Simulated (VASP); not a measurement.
# Vibrations of InAs: a test of the settings, part 2 of 2

How far do the zone-centre frequencies of InAs depend on the numerical settings? The starting structure is a measured crystal structure from the Crystallography Open Database.

VASP 6.6.1.

Results so far: reference T2 213.5 cm⁻¹; a 7×7×7 mesh T2 213.1 cm⁻¹; a cutoff of 240 eV T2 213.9 cm⁻¹.

## 5. Modes with a 16×16×16 mesh

Level of this step: LDA; plane waves and PAW (In_d, As) (VASP).

Against step 2 the input has a 16×16×16 mesh.

Contents of INCAR:

```
SYSTEM = InAs
PREC = Accurate
ENCUT = 450
EDIFF = 1E-08
NELM = 100
ISMEAR = 1
SIGMA = 0.15
LREAL = .FALSE.
ALGO = Normal
GGA = CA
NBANDS = 15
LORBIT = 11
LWAVE = .FALSE.
LCHARG = .FALSE.
KPAR = 4
IBRION = 8
ISIF = 2
```

Contents of POSCAR:

```
InAs
1.0
    0.0000000000      3.0161360037      3.0161360037
    3.0161360037      0.0000000000      3.0161360037
    3.0161360037      3.0161360037      0.0000000000
In As
1 1
Direct
    0.0000000000      0.0000000000      0.0000000000
    0.7500000000      0.7500000000      0.7500000000
```

Contents of KPOINTS:

```
Automatic mesh
0
Gamma
16 16 16
0 0 0
```

Potentials, in the order of the species: In_d and As (LDA family, release 64).

On the command line:

```sh
> mpirun -np 4 vasp_std
```

Log:

```text
[... set-up lines as in an earlier step ...]
 entering main loop
       N       E                     dE             d eps       ncg     rms          rms(c)
DAV:   1     0.108540581953E+03    0.10854E+03   -0.77664E+03  4399   0.118E+03
DAV:   2    -0.184285901643E+01   -0.11038E+03   -0.10635E+03  4707   0.288E+02
DAV:   3    -0.915259218865E+01   -0.73097E+01   -0.72762E+01  5680   0.772E+01
DAV:   4    -0.933761218709E+01   -0.18502E+00   -0.18498E+00  5277   0.139E+01
[...]
DAV:  12    -0.903033348722E+01    0.24633E-05   -0.51624E-06  6461   0.312E-02    0.684E-03
DAV:  13    -0.903033353669E+01   -0.49469E-07   -0.70595E-07  5638   0.496E-03    0.145E-03
DAV:  14    -0.903033353282E+01    0.38676E-08   -0.24268E-08  5602   0.229E-03
   1 F= -.90303335E+01 E0= -.90304014E+01  d E =0.203734E-03
 Linear response reoptimize wavefunctions to high precision
DAV:   1    -0.903033353304E+01   -0.22237E-09   -0.33759E-09  4549   0.104E-03
DAV:   2    -0.903033353315E+01   -0.11005E-09   -0.89997E-10  3057   0.242E-04
[...]
RMM:  14    -0.237586150847E+00    0.23198E-07    0.41600E-08 38246   0.445E-05    0.271E-05
RMM:  15    -0.237586176767E+00   -0.25920E-07    0.43572E-09 36074   0.366E-05    0.728E-06
RMM:  16    -0.237586167546E+00    0.92210E-08    0.19554E-08 33463   0.305E-05    0.553E-06
 first order change of Fermi-energy  -0.32001E-04
 force on displaced ion       1 direction 1 :  -7.653  -0.000  -0.000
 Linear response progress:
  Degree of freedom:   2/  2
       N       E                     dE             d eps       ncg     rms          rms(c)
RMM:   1    -0.475269638727E-01   -0.47527E-01    0.64341E-02 38955   0.156E+00
RMM:   2    -0.452545278592E-01    0.22724E-02    0.16583E-03 29360   0.581E-01    0.110E-01
RMM:   3    -0.459553394330E-01   -0.70081E-03   -0.20088E-03 34270   0.248E-01    0.467E-02
RMM:   4    -0.461161918417E-01   -0.16085E-03   -0.16156E-04 34938   0.828E-02    0.108E-02
[...]
RMM:  11    -0.461288799928E-01    0.20227E-07   -0.11207E-07 40071   0.690E-05    0.227E-05
RMM:  12    -0.461289019453E-01   -0.21952E-07    0.36058E-08 37326   0.287E-05    0.774E-06
RMM:  13    -0.461288965820E-01    0.53633E-08   -0.31735E-08 38737   0.156E-05    0.180E-06
 first order change of Fermi-energy   0.23128E-03
 force on displaced ion       2 direction 1 :  -7.647  -0.000  -0.000
 Linear response finished
```

Run time: 8 min. Hardware: 4 MPI ranks of AMD EPYC 7R43, shared host; peak memory 3.6 GiB.

OUTCAR, selected parts (step 5):

```text
  Total       -0.0028437     -0.0028437     -0.0028437      0.0000000      0.0000000     -0.0000000
  in kB       -0.0830263     -0.0830263     -0.0830263      0.0000000      0.0000000     -0.0000000
  external PRESSURE =      -0.0830263 kB  Pullay stress =       0.0000000 kB

 POSITION                                       TOTAL-FORCE (eV/Angst)
 -----------------------------------------------------------------------------------
      0.00000      0.00000      0.00000         0.000000      0.000000      0.000000
      4.52420      4.52420      4.52420        -0.000000     -0.000000     -0.000000
 -----------------------------------------------------------------------------------
    total drift:                                0.000000      0.000000      0.000000

[... 1 part as in an earlier step ...]

[... 1 further part left out ...]
```

With a 16×16×16 mesh the mode is T2 214.2 cm⁻¹, +0.7 cm⁻¹ from the reference.

## 6. Modes with finite displacements

Against step 2 the input has IBRION = 6, NFREE = 2 and POTIM = 0.015 (also changed: NSW).

INCAR: that of step 5 with these lines changed.

```diff
@@ -15,3 +15,6 @@
 KPAR = 4
-IBRION = 8
+IBRION = 6
+NFREE = 2
+POTIM = 0.015
+NSW = 1
 ISIF = 2
```

POSCAR is that of step 5.

Contents of KPOINTS:

```
Automatic mesh
0
Gamma
12 12 12
0 0 0
```

On the command line:

```sh
> mpirun -np 4 vasp_std
```

Log:

```text
[... set-up lines as in an earlier step ...]
 entering main loop
       N       E                     dE             d eps       ncg     rms          rms(c)
[... 14 cycles as in an earlier step ...]
   1 F= -.90299752E+01 E0= -.90300300E+01  d E =0.164421E-03
[...]
2 F= -.90291189E+01 E0= -.90291761E+01  d E =0.171616E-03
[...]
3 F= -.90291189E+01 E0= -.90291761E+01  d E =0.171613E-03
[...]
4 F= -.90291207E+01 E0= -.90291779E+01  d E =0.171619E-03
[...]
5 F= -.90291206E+01 E0= -.90291778E+01  d E =0.171617E-03
 Finite differences progress:
  Degree of freedom:   2/  2
  Displacement:        2/  2
  Total:               4/  4
```

Elapsed: 3.3 min, on 4 MPI ranks; peak memory 1.5 GiB.

Parts of OUTCAR (step 6):

```text
  Total       -0.0010092      0.0009631      0.0009631      0.0000000     -0.1204558      0.0000000
  in kB       -0.0294660      0.0281185      0.0281185      0.0000000     -3.5168626      0.0000000
  external PRESSURE =       0.0089237 kB  Pullay stress =       0.0000000 kB

 POSITION                                       TOTAL-FORCE (eV/Angst)
 -----------------------------------------------------------------------------------
      0.00000      0.00000      0.00000        -0.114043      0.000000      0.000000
      4.50920      4.52420      4.52420         0.114043     -0.000000     -0.000000
 -----------------------------------------------------------------------------------
    total drift:                               -0.000052      0.000000      0.000000

  FREE ENERGIE OF THE ION-ELECTRON SYSTEM (eV)
  ---------------------------------------------------
  free  energy   TOTEN  =        -9.0291206407 eV

  energy  without entropy=       -9.0292922575  energy(sigma->0) =       -9.02917785

[... 2 parts as in an earlier step ...]

[... 1 further part left out ...]
[key lines of the parts left out:]
E-fermi :   4.4400
```

The last energy, forces and stress in OUTCAR belong to the last displaced cell, not to that of POSCAR.

With finite displacements the mode is T2 213.6 cm⁻¹, +0.1 cm⁻¹ from the reference.

## 7. The runs compared

```
                 run     T2                method  core minutes
           reference  213.5   perturbation theory          10.5
        a 7×7×7 mesh  213.1   perturbation theory          5.33
  a cutoff of 240 eV  213.9   perturbation theory          8.33
     a 16×16×16 mesh  214.2   perturbation theory          31.8
finite displacements  213.6  finite displacements          13.3
```

Modes are in cm⁻¹, degenerate ones as one, matched between runs by symmetry and order. A number in brackets counts the listed modes of one symmetry from the lowest. The symmetry labels come from an automatic analysis and can be wrong where levels nearly coincide. Core minutes are wall time times ranks of the run shown, on a shared host.

## 8. Summary of results

```
T2, reference            : 213.5 cm⁻¹
T2, a 7×7×7 mesh         : 213.1 cm⁻¹
T2, a cutoff of 240 eV   : 213.9 cm⁻¹
T2, a 16×16×16 mesh      : 214.2 cm⁻¹
T2, finite displacements : 213.6 cm⁻¹
```

The largest change comes with a 16×16×16 mesh: +0.7 cm⁻¹ in T2. On finer settings the modes change by up to +0.7 cm⁻¹ in T2 with a 16×16×16 mesh. Further runs on this material are not shown.

[Lines on the potential files, build, host, timing and source positions are cut from VASP's logs without a mark.]

[Logs are printed without paths, hosts, clocks, repeated set-up lines and the standing remarks that a program may print on its own settings, such as how far it seeks lower states.]

[Hosts, paths, dates, database ids (printed as entryN), source tags and the programs' standing remarks are cut or masked in the printed files.]
